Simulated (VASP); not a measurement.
Write the native input for VASP 6.6.1 that does the following.

```
Task                   : single point
Functional             : LDA
Potentials or basis    : VASP PAW LDA potentials, release 64 (Br, Te, Na_pv)
Cutoff                 : 520 eV
k mesh                 : 4 × 4 × 4
Occupations            : gaussian, width 0.05 eV
Spin                   : no spin polarisation
Dipole correction      : no
Further INCAR settings : ALGO = Normal; EDIFF = 1e-07; NBANDS = 25
```

The structure of Na3TeBr lies in POSCAR:

```
Na3TeBr
1.0
    6.4121831652      0.0000000000      0.0000000000
    0.0000000000      6.4121831652      0.0000000000
    0.0000000000      0.0000000000      6.4121831652
Br Te Na
1 1 3
Direct
    0.0000000000      0.0000000000      0.0000000000
    0.5000000000      0.5000000000      0.5000000000
    0.5000000000      0.5000000000      0.0000000000
    0.5000000000      0.0000000000      0.5000000000
    0.0000000000      0.5000000000      0.5000000000
```

The cell comes from a database or a generator and needn't be the stable form of this composition.

The input as run:

INCAR

```
  PREC = Accurate
  ENCUT = 520
  EDIFF = 1E-7
  ISMEAR = 0
  SIGMA = 0.05
  LREAL = False
  LASPH = True
  NELM = 100
  ALGO = Normal
  ISIF = 2
  LWAVE = False
  LCHARG = False
  GGA = CA
  NBANDS = 25
```

KPOINTS

```
regular mesh
0
Gamma
  4 4 4
```

Potentials or basis: VASP PAW LDA potentials, release 64 (Br, Te, Na_pv).

Run with:

```bash
$ cat potpaw_LDA.64/Br/POTCAR potpaw_LDA.64/Te/POTCAR potpaw_LDA.64/Na_pv/POTCAR > POTCAR
$ mpirun -np 1 vasp_std > vasp.out
```

It gave:

- Pressure: -2.6 GPa
- Band gap on the k mesh: 1.88 eV, direct

Caveat: spin-orbit coupling is left out, which moves the levels of the heavy elements.

Run time: 48 s on 1 thread of Intel(R) Xeon(R) Platinum 8488C (Sapphire Rapids), with other jobs on the host, peak memory 0.28 GiB.
